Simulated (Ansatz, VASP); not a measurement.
## NaLu: VASP beside Ansatz

```
Na Lu
1.0
     0.00000    3.17941    3.17941
     3.17941    0.00000    3.17941
     3.17941    3.17941    0.00000
Na Lu
1 1
Cartesian
  3.1794 3.1794 3.1794
  0.0000 0.0000 0.0000
```

Change from the starting cell: species swapped into the ScAs type (Fm-3m, No. 225).

Alike in both runs: functional PBE; k mesh 16 × 16 × 16; occupations gaussian, width 0.1 eV; no spin polarisation.

Ansatz relaxed the structure, and its values are those at the end. VASP's run is a single point on that final structure, the one shown.

|  | VASP | Ansatz |
| --- | --- | --- |
| version | VASP 6.6.1 | Ansatz 0.2.0 |
| potentials or method | VASP PAW PBE potentials, release 64 (Na_pv, Lu) | scalar-relativistic, plane waves, PAW |
| plane-wave cutoff (eV) | 520 | 420 |
| valence electrons in the cell | 32 | 34 |

|  | VASP | Ansatz | Ansatz less VASP |
| --- | --- | --- | --- |
| gap on the k mesh at the Fermi level (eV) | none | none | - |
| pressure (GPa) | 0.0 | 0.0 | -0.03 |

A gap of «none» marks a metal or a gap that the smearing closes. The functional is the same, so the differences come from potentials, cutoffs and numerics. The two sets of potentials don't hold the same shells in valence.

The runs have no spin-orbit coupling, so splittings on Lu are missing.
